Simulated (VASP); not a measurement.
An input for Quantum ESPRESSO's pw.x (written as the equivalent of a VASP run, and not itself run):

```
&CONTROL
  calculation = 'vc-relax'
  pseudo_dir = './pseudo'
  outdir = './out'
  tprnfor = .true.
  tstress = .true.
  nstep = 60
  forc_conv_thr = 0.00078
/
&SYSTEM
  ibrav = 0
  nat = 5
  ntyp = 3
  ecutwfc = 84
  occupations = 'smearing'
  smearing = 'gaussian'
  degauss = 0.003675
  input_dft = 'vdw-df-ob86'
/
&ELECTRONS
  conv_thr = 7.3e-08
  electron_maxstep = 100
/
&IONS
/
&CELL
/
ATOMIC_SPECIES
  K 39.098 K.upf
  Mg 24.305 Mg.upf
  F 18.998 F.upf
CELL_PARAMETERS angstrom
     3.9900000    0.0000000    0.0000000
     0.0000000    3.9900000    0.0000000
     0.0000000    0.0000000    3.9900000
ATOMIC_POSITIONS crystal
  K    0.0000000  0.0000000  0.0000000
  Mg   0.5000000  0.5000000  0.5000000
  F    0.5000000  0.0000000  0.5000000
  F    0.0000000  0.5000000  0.5000000
  F    0.5000000  0.5000000  0.0000000
K_POINTS automatic
  5 5 5 0 0 0
```

Q: Write the VASP files for the same calculation (optB86b-vdW).

A: Several could match; the one computed here: 
**INCAR**
```
SYSTEM = KMgF3
PREC = Accurate; ENCUT = 520; LREAL = F
LASPH = T
EDIFF = 1E-6; NELM = 100; ALGO = Normal
ISMEAR = 0; SIGMA = 0.05
GGA = MK; LUSE_VDW = T; AGGAC = 0.0
PARAM1 = 0.1234; PARAM2 = 1.0
IBRION = 2; NSW = 60; ISIF = 3
EDIFFG = -0.02
LWAVE = F; LCHARG = F
```

POSCAR:
```
KMgF3
1.0
  3.9900000000   0.0000000000   0.0000000000
  0.0000000000   3.9900000000   0.0000000000
  0.0000000000   0.0000000000   3.9900000000
K Mg F
1 1 3
Direct
  0.0000000000   0.0000000000   0.0000000000
  0.5000000000   0.5000000000   0.5000000000
  0.5000000000   0.0000000000   0.5000000000
  0.0000000000   0.5000000000   0.5000000000
  0.5000000000   0.5000000000   0.0000000000
```

KPOINTS:
```
Automatic
0
Gamma
5 5 5
```

POTCAR, in this order: K_sv Mg F (PBE.64 set). Program: vasp_std.

Limits of the translation: the potentials are each code's own (VASP's PAW set, PseudoDojo norm-conserving files in pw.x), so ENCUT and ecutwfc are chosen apart and not converted; conv_thr bounds pw.x's estimated SCF error, while EDIFF bounds the energy change between steps; forc_conv_thr acts on force components and is met together with etot_conv_thr.

The compound is KMgF3 in the cubic perovskite structure. This run relaxes it. Symmetry was kept, so distortions that lower it aren't found.
